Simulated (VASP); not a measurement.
VASP ran on this input.

### POSCAR
```
In2W
1.0
  0.0000000000   4.2934330000   4.2934330000
  4.2934330000   0.0000000000   4.2934330000
  4.2934330000   4.2934330000   0.0000000000
In W
4 2
Cartesian
  1.0694254654   1.0393156197   1.0595291023
  1.0679399376   3.2572687601   3.2382316782
  3.2233935737   1.0487611723   3.2276827133
  3.2101783869   3.1991700247   1.0569487491
  6.4532916984   6.4664381903   6.4415319854
  4.2962194380   4.3094947329   4.2965242718
```

File KPOINTS:
```
Automatic mesh
0
Gamma
3 3 3
0 0 0
```

### INCAR
```
# general
SYSTEM =In2W
PREC   =Accurate
ENCUT  =300   # plane-wave cut-off (eV)
LREAL  =F
LASPH  =T   # aspherical one-centre terms

# electronic loop
EDIFF  =1E-6   # SCF stop (eV)
NELM   =100   # most electronic steps
ALGO   =Normal
LMAXMIX=6   # l cut-off of mixed one-centre charges

# smearing
ISMEAR =0   # Gaussian
SIGMA  =0.05   # width (eV)

# functional
GGA    =PE

# ions
ISIF   =2

# output
LWAVE  =F
LCHARG =F
```

POTCAR, in this order: In_d W_sv (PBE.64 set). Program: vasp_std.

Problem. Write an equivalent input for Ansatz.

Solution. One equivalent input (not run):
Ansatz 0.2 input:
```yaml
crystal:
  lattice:
    - [0.0000000, 4.2934330, 4.2934330]
    - [4.2934330, 0.0000000, 4.2934330]
    - [4.2934330, 4.2934330, 0.0000000]
  atoms:
    - { symbol: In, position: [0.1198830, 0.1268960, 0.1221880] }
    - { symbol: In, position: [0.6320770, 0.1221520, 0.1265860] }
    - { symbol: In, position: [0.1226350, 0.6291370, 0.1216360] }
    - { symbol: In, position: [0.1218070, 0.1243710, 0.6233240] }
    - { symbol: W, position: [0.7516920, 0.7486300, 0.7544310] }
    - { symbol: W, position: [0.5019060, 0.4988140, 0.5018350] }
kpoints:
  mp_grid: { grid: [3, 3, 3] }
hamiltonian:
  xc: pbe
  pseudopotentials: { kind: paw }
scf:
  occupations: { method: gaussian, width: 0.05 }
  max_iter: 100
output: { forces: true, stress: true, eigenvalues: true }
```
What does not carry over: each code has its own PAW files, so the cut-off isn't converted (ENCUT is set for VASP's; basis.ecutwfc is left out, and Ansatz then takes the one that its files recommend); Ansatz stops its SCF on the density residual and VASP on the energy change (EDIFF).

The structure was generated: In2W was put into an ordered model structure, which need not be its known phase. The cell was not relaxed at this level, atoms are displaced from their ideal sites. The k-mesh is coarse (spacing up to 0.42 per Å, 2π included), so the numbers may not be converged in it.
